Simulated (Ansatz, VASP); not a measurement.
## AgTe2Pt in VASP and in Ansatz

File INCAR:

```
PREC = Accurate ; ENCUT = 520
EDIFF = 1E-6 ; ISMEAR = -1
SIGMA = 0.0311 ; LREAL = F
LASPH = T ; NELM = 100
ALGO = Normal ; ISIF = 2
LWAVE = F ; LCHARG = F
GGA = PE ; NBANDS = 24
```

KPOINTS

```
Automatic mesh
0
Gamma
  5 5 5
```

Contents of POSCAR:

```
AgTe2Pt
1.0
    0.0000000000      3.7789110000      0.0000000000
    3.7789110000      0.0000000000      0.0000000000
    1.8894560000      1.8894560000     -7.3361010000
Ag Pt Te
1 1 2
Direct
    0.7500000000      0.2500000000      0.5000000000
    0.0000000000      0.0000000000      0.0000000000
    0.3690000000      0.3690000000      0.2620000000
    0.6310000000      0.6310000000      0.7380000000
```

Input for Ansatz:

```yaml
crystal:
  lattice:
    - [0.0, 3.778911, 0.0]
    - [3.778911, 0.0, 0.0]
    - [1.889456, 1.889456, -7.336101]
  atoms:
    - { symbol: Ag, position: [0.75, 0.25, 0.5] }
    - { symbol: Pt, position: [0.0, 0.0, 0.0] }
    - { symbol: Te, position: [0.369, 0.369, 0.262] }
    - { symbol: Te, position: [0.631, 0.631, 0.738] }
  symmetry: { tolerance: 0.0003 }
kpoints:
  mp_grid: { grid: [5, 5, 5], shift: [0, 0, 0] }
magnetization:
  spin_polarized: false
scf:
  occupations: { method: fermi_dirac, width: 0.0311 }
  n_extra_bands: 2
hamiltonian:
  pseudopotentials: { kind: paw }
  xc: pbe
basis:
  ecutwfc: 420
  xc_grid: 2
output:
  forces: true
  stress: true
  eigenvalues: true
```

The cell was built by a generator and needn't be a form met in nature.

Alike in both runs: task single point; functional PBE; k mesh 5 × 5 × 5; occupations fermi-dirac, width 0.0311 eV; no spin polarisation.

```csv
,VASP,Ansatz
version,VASP 6.6.1,Ansatz 0.2.0
potentials or method,"VASP PAW PBE potentials, release 64 (Ag, Pt, Te)",PAW plane waves
plane-wave cutoff (eV),520,420
valence electrons in the cell,33,69
```

|  | VASP | Ansatz | Ansatz less VASP |
| --- | --- | --- | --- |
| gap on the k mesh at the Fermi level (eV) | none | none | - |
| pressure (GPa) | 0.1 | 0.2 | +0.15 |
| largest component of the traceless stress (GPa) | 3.78 | 3.81 | +0.035 |
| rms of the force components (eV/Å) | 1.248 | 1.254 | +0.0061 |

Atom by atom the forces differ by 0.006 eV/Å (rms over components). A gap of «none» marks a metal or a gap that the smearing closes. The functional is the same, so the differences come from potentials, cutoffs and numerics. The two sets of potentials don't hold the same shells in valence.

Caveats: forces of over 1 eV/Å show positions far from the minimum, so gaps and moduli don't describe the material at rest. Spin-orbit coupling is left out, which matters for the levels of Pt, Te.
